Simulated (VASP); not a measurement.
# Sn3Pb4CO12 (a cell with a defect) in VASP: single point with PBE

Aim: the single point of Sn3Pb4CO12 (a cell with a defect) with PBE.

All numbers are computed with VASP 6.6.1; they aren't measurements. Logs are shortened: lines on timing, memory, paths and dates and some standing lists are left out, and cuts for length are marked.

### Step 1. The structure

The cell holds a defect, 20 atoms: a = 7.579 Å, b = 7.579 Å, c = 7.579 Å, α = 60.00°, β = 60.00°, γ = 60.00°.

### Step 2. Single point, PBE

The input, INCAR:

```
SYSTEM = Sn3Pb4CO12
  ALGO = Fast
  EDIFF = 1E-6
  ENCUT = 520
  GGA = PE
  ISIF = 2
  ISMEAR = -1
  LASPH = .True.
  LCHARG = .False.
  LREAL = Auto
  LWAVE = .False.
  NBANDS = 103
  NELM = 60
  PREC = Accurate
  SIGMA = 0.01
```

The input, KPOINTS:

```
k-points
0
Gamma
  3 3 3
  0 0 0
```

The input, POSCAR:

```
Sn3Pb4CO12
1.0
    0.0000000000      5.3593000000      5.3593000000
    5.3593000000      0.0000000000      5.3593000000
    5.3593000000      5.3593000000      0.0000000000
C Sn Pb O
1 3 4 12
Direct
    0.1250000000      0.1250000000      0.1250000000
    0.6250000000      0.1250000000      0.1250000000
    0.1250000000      0.1250000000      0.6250000000
    0.1250000000      0.6250000000      0.1250000000
    0.6250000000      0.6250000000      0.6250000000
    0.1250000000      0.6250000000      0.6250000000
    0.6250000000      0.6250000000      0.1250000000
    0.6250000000      0.1250000000      0.6250000000
    0.4012413936      0.0646686503      0.0646686503
    0.7904270942      0.1968284332      0.7904270942
    0.0531715668      0.4595729058      0.4595729058
    0.1853313497      0.8487586064      0.1853313497
    0.0646686503      0.4012413936      0.0646686503
    0.7904270942      0.7904270942      0.1968284332
    0.4595729058      0.0531715668      0.4595729058
    0.1853313497      0.1853313497      0.8487586064
    0.8487586064      0.1853313497      0.1853313497
    0.0646686503      0.0646686503      0.4012413936
    0.1968284332      0.7904270942      0.7904270942
    0.4595729058      0.4595729058      0.0531715668
```

Potentials or basis: VASP PAW PBE potentials, release 64 (C, Sn_d, Pb_d, O).

On the command line:

```sh
> cat potpaw_PBE.64/C/POTCAR potpaw_PBE.64/Sn_d/POTCAR potpaw_PBE.64/Pb_d/POTCAR potpaw_PBE.64/O/POTCAR > POTCAR
> mpirun -np 1 vasp_std > vasp.out
```

OUTCAR:

```text
SYSTEM = Sn3Pb4CO12
   EDIFF = 1E-6
   ENCUT = 520
   GGA = PE
   ISIF = 2
   ISMEAR = -1
   LASPH = .True.
   LREAL = Auto
   NELM = 60
   PREC = Accurate

 ion  position               nearest neighbor table
   1  0.125  0.125  0.125-   9 1.76  12 1.76  13 1.76  16 1.76  17 1.76  18 1.76
   2  0.625  0.125  0.125-  10 2.10  14 2.10  15 2.10  20 2.10  17 2.25   9 2.25   7 3.79   8 3.79
                             5 3.79   8 3.79   5 3.79   7 3.79
   3  0.125  0.125  0.625-  10 2.10  11 2.10  15 2.10  19 2.10  18 2.25  16 2.25   6 3.79   8 3.79
                             5 3.79   6 3.79   5 3.79   8 3.79
   4  0.125  0.625  0.125-  11 2.10  14 2.10  19 2.10  20 2.10  13 2.25  12 2.25   6 3.79   7 3.79
                             5 3.79   6 3.79   5 3.79   7 3.79
   5  0.625  0.625  0.625-  10 2.67  11 2.67  14 2.67  15 2.67  19 2.67  20 2.67   6 3.79   7 3.79
                             8 3.79   2 3.79   4 3.79   7 3.79   2 3.79   3 3.79   8 3.79   3 3.79
   6  0.125  0.625  0.625-  11 2.53  19 2.53  13 2.79  16 2.79  18 2.79  12 2.79   3 3.79   4 3.79
                             5 3.79   4 3.79   7 3.79   3 3.79   8 3.79   5 3.79   7 3.79   8 3.79
   7  0.625  0.625  0.125-  14 2.53  20 2.53  13 2.79   9 2.79  17 2.79  12 2.79   2 3.79   4 3.79
                             5 3.79   5 3.79   6 3.79   8 3.79   2 3.79   8 3.79   4 3.79   6 3.79
   8  0.625  0.125  0.625-  10 2.53  15 2.53   9 2.79  16 2.79  17 2.79  18 2.79   2 3.79   3 3.79
                             5 3.79   2 3.79   7 3.79   5 3.79   6 3.79   7 3.79   3 3.79   6 3.79
   9  0.401  0.065  0.065-   1 1.76   2 2.25   7 2.79   8 2.79
  10  0.790  0.197  0.790-   2 2.10   3 2.10   8 2.53   5 2.67
  11  0.053  0.460  0.460-   3 2.10   4 2.10   6 2.53   5 2.67
  12  0.185  0.849  0.185-   1 1.76   4 2.25   6 2.79   7 2.79
  13  0.065  0.401  0.065-   1 1.76   4 2.25   6 2.79   7 2.79
  14  0.790  0.790  0.197-   2 2.10   4 2.10   7 2.53   5 2.67
  15  0.460  0.053  0.460-   2 2.10   3 2.10   8 2.53   5 2.67
  16  0.185  0.185  0.849-   1 1.76   3 2.25   6 2.79   8 2.79
  17  0.849  0.185  0.185-   1 1.76   2 2.25   7 2.79   8 2.79
  18  0.065  0.065  0.401-   1 1.76   3 2.25   6 2.79   8 2.79
  19  0.197  0.790  0.790-   3 2.10   4 2.10   6 2.53   5 2.67
  20  0.460  0.460  0.053-   2 2.10   4 2.10   7 2.53   5 2.67

  LATTYP: Found a face centered cubic cell.
 ALAT       =    10.7186000000

  Lattice vectors:

 A1 = (   0.0000000000,   5.3593000000,   5.3593000000)
 A2 = (   5.3593000000,   0.0000000000,   5.3593000000)
 A3 = (   5.3593000000,   5.3593000000,   0.0000000000)

Analysis of symmetry for initial positions (statically):
=====================================================================
 Subroutine PRICEL returns:
 Original cell was already a primitive cell.

 Routine SETGRP: Setting up the symmetry group for a
 face centered cubic supercell.

 Subroutine GETGRP returns: Found 12 space group operations
 (whereof  6 operations were pure point group operations)
 out of a pool of 48 trial point group operations.

The static configuration has the point symmetry C_3v.
 The point group associated with its full space group is D_3d.

Analysis of symmetry for dynamics (positions and initial velocities):
=====================================================================
 Subroutine PRICEL returns:
 Original cell was already a primitive cell.

 Routine SETGRP: Setting up the symmetry group for a
 face centered cubic supercell.

 Subroutine GETGRP returns: Found 12 space group operations
 (whereof  6 operations were pure point group operations)
 out of a pool of 48 trial point group operations.

The dynamic configuration has the point symmetry C_3v.
 The point group associated with its full space group is D_3d.

 Subroutine INISYM returns: Found 12 space group operations
 (whereof  6 operations are pure point group operations),
 and found     1 'primitive' translations

----------------------------------------------------------------------------------------

                                     Primitive cell

  volume of cell :     307.8607

  direct lattice vectors                    reciprocal lattice vectors
     0.000000000  5.359300000  5.359300000    -0.093295766  0.093295766  0.093295766
     5.359300000  0.000000000  5.359300000     0.093295766 -0.093295766  0.093295766
[... 51 lines left out ...]

 KPOINTS: k-points

Automatic generation of k-mesh.
 Grid dimensions read from file:
 generate k-points for:    3    3    3

 Generating k-lattice:

  Cartesian coordinates                     Fractional coordinates (reciprocal lattice)
    -0.031098589  0.031098589  0.031098589     0.333333333  0.000000000  0.000000000
     0.031098589 -0.031098589  0.031098589     0.000000000  0.333333333  0.000000000
     0.031098589  0.031098589 -0.031098589     0.000000000  0.000000000  0.333333333

  Length of vectors
     0.053864336  0.053864336  0.053864336

  Shift w.r.t. Gamma in fractional coordinates (k-lattice)
     0.000000000  0.000000000  0.000000000

 Subroutine IBZKPT returns following result:
 ===========================================

 Found      6 irreducible k-points:

 Following reciprocal coordinates:
            Coordinates               Weight
  0.000000  0.000000  0.000000      1.000000
  0.333333  0.000000  0.000000      6.000000
  0.333333  0.333333  0.333333      2.000000
  0.333333  0.333333  0.000000      6.000000
 -0.333333  0.333333  0.000000      6.000000
  0.333333  0.333333 -0.333333      6.000000
   k-points           NKPTS =      6   k-points in BZ     NKDIM =      6   number of bands    NBANDS=    103
   number of dos      NEDOS =    301   number of ions     NIONS =     20
   total plane-waves  NPLWV = 175616
   dimension x,y,z NGX =    56 NGY =   56 NGZ =   56
   dimension x,y,z NGXF=   112 NGYF=  112 NGZF=  112
   ions per type =               1   3   4  12
   NGX,Y,Z   is equivalent  to a cutoff of  12.28, 12.28, 12.28 a.u.
   NGXF,Y,Z  is equivalent  to a cutoff of  24.57, 24.57, 24.57 a.u.
 SYSTEM =  Sn3Pb4CO12
   PREC   = accura    normal or accurate (medium, high low for compatibility)
   ISTART =      0    job   : 0-new  1-cont  2-samecut
   ICHARG =      2    charge: 1-file 2-atom 10-const
   ISPIN  =      1    spin polarized calculation?
   LNONCOLLINEAR =      F non collinear calculations
   LSORBIT =      F    spin-orbit coupling
   LASPH  =      T    aspherical Exc in radial PAW
   ENCUT  =  520.0 eV  38.22 Ry    6.18 a.u.  14.09 14.09 14.09*2*pi/ulx,y,z
   NELM   =     60;   NELMIN=  2; NELMDL= -5     # of ELM steps
   EDIFF  = 0.1E-05   stopping-criterion for ELM
   LREAL  =      T    real-space projection
   EDIFFG = 0.1E-04   stopping-criterion for IOM
   NSW    =      0    number of steps for IOM
   IBRION =     -1    ionic relax: 0-MD 1-quasi-New 2-CG
   NFREE  =      0    steps in history (QN), initial steepest desc. (CG)
   ISIF   =      2    stress and relaxation
   ISYM   =      2    0-nonsym 1-usesym 2-fastsym
   POTIM  = 0.5000    time-step for ionic-motion
   TEBEG  =    0.0;   TEEND  =   0.0 temperature during run
   PSTRESS=    0.0 pullay stress
   NELECT =     174.0000    total number of electrons
   NUPDOWN=      -1.0000    fix difference up-down
   EMIN   =  10.00;   EMAX   =-10.00  energy-range for DOS
   EFERMI =   0.00;   METHOD = LEGACY
   ISMEAR =    -1;   SIGMA  =   0.01  broadening in eV -4-tet -1-fermi 0-gaus
   EFERMI_NEDOS =   21; number of points for ismear=-14 and -15
   IALGO  =     68    algorithm
   IMIX   =      4    mixing-type and parameters
     AMIX     =   0.40;   BMIX     =  1.00
     AMIX_MAG =   1.60;   BMIX_MAG =  1.00
  volume/ion in A,a.u.               =      15.39       103.88
  Fermi-wavevector in a.u.,A,eV,Ry     =   1.353546  2.557832 24.927072  1.832088
  Thomas-Fermi vector in A             =   2.480793
   LORBIT       =      0    0 simple, 1 ext, 2 COOP (PROOUT), +10 PAW based schemes
   GGA     = PE    functional components
   LHFCALC =     F    Hartree Fock is set to
   AEXX    =    0.0000 exact exchange contribution
   IVDW    =     0    specifies the selected vdW correction
   LEPSILON=     F    determine dielectric tensor
   LRPA    =     F    only Hartree local field effects (RPA)
 non-spin polarized calculation
 RMM-DIIS sequential band-by-band and
  energy-cutoff  :      520.00
  volume of cell :      307.86
 maximum number of plane-waves:      8363
   NGX = 29   NGY = 29   NGZ = 29

 number of electron     173.9999960 magnetization

 Free energy of the ion-electron system (eV)
  ---------------------------------------------------
  ext. energy  EPLUGINS =         0.00000000
  ---------------------------------------------------
  free energy    TOTEN  =      -110.76151748 eV

  energy without entropy =     -110.75236091  energy(sigma->0) =     -110.75693919

 E-fermi :   4.8358     XC(G=0): -10.3369

 val. band max:        4.8350193080   @ k =   0.3333   0.3333   0.0000
 cond. band min:       4.8413983684   @ k =   0.3333   0.3333   0.0000
 fundamental gap:      0.0063790603
 Fermi energy:         4.8357526136

 k-point     1 :       0.0000    0.0000    0.0000
  band No.  band energies     occupation
      1     -16.3778      2.00000
      2     -16.3778      2.00000
      3     -16.1977      2.00000
      4     -15.9139      2.00000
      5     -15.9139      2.00000
      6     -15.8639      2.00000
[... 601 lines left out ...]
     98       9.6968      0.00000
     99      10.1157      0.00000
 [bands above 99 left out]

------------------------ aborting loop because EDIFF is reached ----------------------------------------

  FORCE on cell =-STRESS in cart. coord.  units (eV):
  Direction    XX          YY          ZZ          XY          YZ          ZX
  --------------------------------------------------------------------------------------
  -------------------------------------------------------------------------------------
  Total      -15.8088862    -15.8088862    -15.8088862      0.7416251      0.7416251      0.7416251
  in kB      -82.2730610    -82.2730610    -82.2730610      3.8595867      3.8595867      3.8595867
  external PRESSURE =     -82.2730610 kB  Pullay stress =       0.0000000 kB

 VOLUME and BASIS-vectors are now :
 -----------------------------------------------------------------------------
  energy-cutoff  :      520.00
  volume of cell :      307.86
      direct lattice vectors                 reciprocal lattice vectors
     0.000000000  5.359300000  5.359300000    -0.093295766  0.093295766  0.093295766
     5.359300000  0.000000000  5.359300000     0.093295766 -0.093295766  0.093295766
     5.359300000  5.359300000  0.000000000     0.093295766  0.093295766 -0.093295766

 POSITION                                       TOTAL-FORCE (eV/Angst)
 -----------------------------------------------------------------------------------
      1.33983      1.33983      1.33983        -0.000000     -0.000000     -0.000000
      1.33983      4.01947      4.01947        -0.000000     -0.000000     -0.000000
      4.01947      4.01947      1.33983        -0.000000      0.000000     -0.000000
      4.01947      1.33983      4.01947        -0.000000      0.000000     -0.000000
      6.69913      6.69913      6.69913        -0.000000     -0.000000     -0.000000
      6.69913      4.01947      4.01947        -0.000000     -0.000000     -0.000000
[... 12 lines left out ...]
      8.47227      5.29100      5.29100        -0.023678      0.019661      0.019661
      2.74795      2.74795      4.92598        -0.019661     -0.019661      0.023678
 -----------------------------------------------------------------------------------
    total drift:                                0.000000      0.000000      0.000000

  FREE ENERGIE OF THE ION-ELECTRON SYSTEM (eV)
  ---------------------------------------------------
  free  energy   TOTEN  =      -110.7615174756 eV

  energy  without entropy=     -110.7523609108  energy(sigma->0) =     -110.75693919
```

It took 9.6 min on 1 thread of Intel Xeon Platinum 8259CL at 2.50GHz (Skylake/Cascade Lake), shared host; peak memory 0.5 GiB.

Results:

| Quantity | Value |
| --- | --- |
| Free energy | -110.7615 eV |
| Pressure | -8.2 GPa |
| Largest force | 0.037 eV/Å |
| Band gap on the k mesh | none (metal or under the smearing width) |

Forces on the atoms (eV/Å):
```
C    0.000  0.000  0.000
Sn   0.000  0.000  0.000
Sn   0.000  0.000  0.000
Sn   0.000  0.000  0.000
Pb   0.000  0.000  0.000
Pb   0.000  0.000  0.000
Pb   0.000  0.000  0.000
Pb   0.000  0.000  0.000
O    0.009 -0.017 -0.017
O    0.020 -0.024  0.020
O    0.024 -0.020 -0.020
O    0.017 -0.009  0.017
O   -0.017  0.009 -0.017
O    0.020  0.020 -0.024
O   -0.020  0.024 -0.020
O    0.017  0.017 -0.009
O   -0.009  0.017  0.017
O   -0.017 -0.017  0.009
O   -0.024  0.020  0.020
O   -0.020 -0.020  0.024
```
